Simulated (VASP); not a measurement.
Wanted: the native input for a VASP 6.6.1 run.

```
Task                   : relaxation of cell and atoms
Functional             : PBE
Potentials or basis    : VASP PAW PBE potentials, release 54 (Zn, Hg, O)
Cutoff                 : 900 eV
k mesh                 : 5 × 5 × 6
Occupations            : fermi-dirac, width 0.05 eV
Spin                   : no spin polarisation
Further INCAR settings : ALGO = Fast; EDIFF = 1e-06; IBRION = 2; EDIFFG = -0.01; NSW = 40; ISIF = 3
```

The structure of ZnHgO2 lies in POSCAR:

```
ZnHgO2
1.0
    4.0092200000      0.0000000000      0.0000000000
    0.0000000000      4.0092200000      0.0000000000
    0.0000000000      0.0000000000      3.3045900000
Zn Hg O
1 1 2
Direct
    0.0000000000      0.0000000000      0.0000000000
    0.5000000000      0.5000000000      0.5000000000
    0.5000000000      0.0000000000      0.0000000000
    0.0000000000      0.5000000000      0.0000000000
```

The cell was built by a generator and needn't be a form met in nature.

One way to write it, as run:

INCAR

```
ALGO = Fast
EDIFF = 1E-6
EDIFFG = -0.01
ENCUT = 900
GGA = PE
IBRION = 2
ISIF = 3
ISMEAR = -1
LASPH = T
LCHARG = F
LREAL = F
LWAVE = F
NELM = 60
NSW = 40
PREC = Accurate
SIGMA = 0.05
```

KPOINTS

```
k-points
0
Gamma
  5 5 6
```

Potentials or basis: VASP PAW PBE potentials, release 54 (Zn, Hg, O).

Command:

```bash
$ cat potpaw_PBE.54/Zn/POTCAR potpaw_PBE.54/Hg/POTCAR potpaw_PBE.54/O/POTCAR > POTCAR
$ mpirun -np 1 vasp_std > vasp.out
```

Results of the run:

```yaml
Relaxed_volume: 13.39 Å³/atom
Relaxed_cell: a = 4.022 Å, b = 4.022 Å, c = 3.310 Å, α = 90.00°, β = 90.00°, γ = 90.00°
Space_group_after_relaxing_to_0.05_Å: P4/mmm (No. 123)
Energy_gained_by_relaxing: 0.4 meV/atom
Ionic_steps: 3
Pressure_after_relaxing: 0.0 GPa
Band_gap_on_the_k_mesh: none (metal or under the smearing width)
```

Wall time 68 s on 1 thread of AMD EPYC 9R45 (Zen 5), with other jobs on the host, peak memory 0.24 GiB.
